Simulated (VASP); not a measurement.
Level of theory: RPBE GGA, VASP's PBE PAW potentials (set 64) (plane waves; VASP 6.6.1).

The input files of a VASP run:

**POSCAR**
```
CoGa
1.0
  2.9084224567   0.0000000000   0.0000000000
  0.0000000000   2.9084224567   0.0000000000
  0.0000000000   0.0000000000   2.9084224567
Ga Co
1 1
Cart
  1.4542112283   1.4542112283   1.4542112283
  0.0000000000   0.0000000000   0.0000000000
```

### KPOINTS
```
Automatic mesh
0
gamma
  13 13 13
0 0 0
```

### INCAR
```
SYSTEM = CoGa
PREC = Accurate
ENCUT = 520
EDIFF = 1E-7
NELM = 100
ALGO = Normal
LREAL = .FALSE.
LASPH = .TRUE.
ISMEAR = 1
SIGMA = 0.1
GGA = RP
LMAXMIX = 4
LWAVE = .FALSE.
LCHARG = .FALSE.
ISIF = 2
```

POTCAR, in this order: Ga_d Co (PBE.64 set). Program: vasp_std.

The resulting files:

### OSZICAR
```
       N       E                     dE             d eps       ncg     rms          rms(c)
DAV:   1     0.987658981505E+02    0.98766E+02   -0.10887E+04  2710   0.261E+03
DAV:   2    -0.549144021828E+01   -0.10426E+03   -0.10190E+03  2590   0.355E+02
DAV:   3    -0.103596819298E+02   -0.48682E+01   -0.48524E+01  2940   0.807E+01
DAV:   4    -0.104343850933E+02   -0.74703E-01   -0.74681E-01  3362   0.942E+00
DAV:   5    -0.104366030027E+02   -0.22179E-02   -0.22179E-02  3169   0.141E+00    0.914E+00
DAV:   6    -0.115716270928E+02   -0.11350E+01   -0.22079E+01  2880   0.619E+01    0.117E+01
DAV:   7    -0.953990346882E+01    0.20317E+01   -0.93576E+00  2618   0.457E+01    0.168E+00
DAV:   8    -0.952666931597E+01    0.13234E-01   -0.23495E-01  2876   0.542E+00    0.626E-01
DAV:   9    -0.952120861103E+01    0.54607E-02   -0.18519E-02  3542   0.212E+00    0.128E-01
DAV:  10    -0.952096113188E+01    0.24748E-03   -0.60118E-04  3399   0.370E-01    0.580E-02
DAV:  11    -0.952095889099E+01    0.22409E-05   -0.43776E-05  3652   0.115E-01    0.110E-02
DAV:  12    -0.952095803820E+01    0.85279E-06   -0.19062E-06  2965   0.227E-02    0.205E-03
DAV:  13    -0.952095782097E+01    0.21723E-06   -0.26984E-07  2397   0.768E-03    0.129E-03
DAV:  14    -0.952095775241E+01    0.68558E-07   -0.83571E-08  1610   0.527E-03
   1 F= -.95209578E+01 E0= -.95212310E+01  d E =0.819868E-03
```

OUTCAR:
```
------------------------ aborting loop because EDIFF is reached ----------------------------------------
  FORCE on cell =-STRESS in cart. coord.  units (eV):
  Direction    XX          YY          ZZ          XY          YZ          ZX
  --------------------------------------------------------------------------------------
  Total       -0.0000123     -0.0000123     -0.0000123      0.0000000      0.0000000     -0.0000000
  in kB       -0.0007980     -0.0007980     -0.0007980      0.0000000      0.0000000     -0.0000000
  external PRESSURE =      -0.0007980 kB  Pullay stress =       0.0000000 kB
  volume of cell :       24.60
      direct lattice vectors                 reciprocal lattice vectors
     2.908422457  0.000000000  0.000000000     0.343829005  0.000000000  0.000000000
     0.000000000  2.908422457  0.000000000     0.000000000  0.343829005  0.000000000
     0.000000000  0.000000000  2.908422457     0.000000000  0.000000000  0.343829005
 POSITION                                       TOTAL-FORCE (eV/Angst)
 -----------------------------------------------------------------------------------
      1.45421      1.45421      1.45421         0.000000      0.000000      0.000000
      0.00000      0.00000      0.00000         0.000000      0.000000      0.000000
 -----------------------------------------------------------------------------------
    total drift:                                0.000000      0.000000     -0.000000
  FREE ENERGIE OF THE ION-ELECTRON SYSTEM (eV)
  ---------------------------------------------------
  free  energy   TOTEN  =        -9.5209577524 eV

  energy  without entropy=       -9.5217776200  energy(sigma->0) =       -9.52123104
```
(Selected blocks of OUTCAR.)

### OUTCAR
```
 val. band max:        9.5345461417   @ k =   0.4615   0.3077   0.0000

 cond. band min:       9.5711368385   @ k =   0.4615   0.4615   0.2308


 Fermi energy:         9.5390885258

 k-point     1 :       0.0000    0.0000    0.0000
  band No.  band energies     occupation
      1      -5.6417      2.00000
      2      -5.6417      2.00000
      3      -5.3256      2.00000
      4      -5.3256      2.00000
      5      -5.3256      2.00000
      6      -2.3046      2.00000
      7       7.0746      2.00000
      8       7.0746      2.00000
      9       8.7961      2.00000
     10       8.7961      2.00000
     11       8.7961      2.00000
     12      14.6245      0.00000
     13      14.6245      0.00000
     14      14.6245      0.00000
     15      20.2835      0.00000

 k-point     2 :       0.0769    0.0000    0.0000
  band No.  band energies     occupation
      1      -5.6390      2.00000
      2      -5.6272      2.00000
      3      -5.3308      2.00000
      4      -5.3308      2.00000
      5      -5.3244      2.00000
      6      -2.1954      2.00000
      7       7.0541      2.00000
      8       7.0873      2.00000
      9       8.7252      2.00000
     10       8.7252      2.00000
     11       8.7967      2.00000
     12      13.7763      0.00000
     13      14.8152      0.00000
     14      14.8152      0.00000
     15      20.3060      0.00000

 k-point     3 :       0.1538    0.0000    0.0000
  band No.  band energies     occupation
      1      -5.6313      2.00000
      2      -5.5879      2.00000
      3      -5.3454      2.00000
      4      -5.3454      2.00000
      5      -5.3213      2.00000
      6      -1.8678      2.00000
      7       6.9391      2.00000
      8       7.1230      2.00000
      9       8.5431      2.00000
     10       8.5431      2.00000
     11       8.7983      2.00000
     12      12.1840      0.00000
     13      15.3572      0.00000
     14      15.3572      0.00000
     15      20.3737      0.00000
...
```

The compound is CoGa in the CsCl type structure. It was relaxed first. The run is not spin-polarised, so no magnetic state was tried.
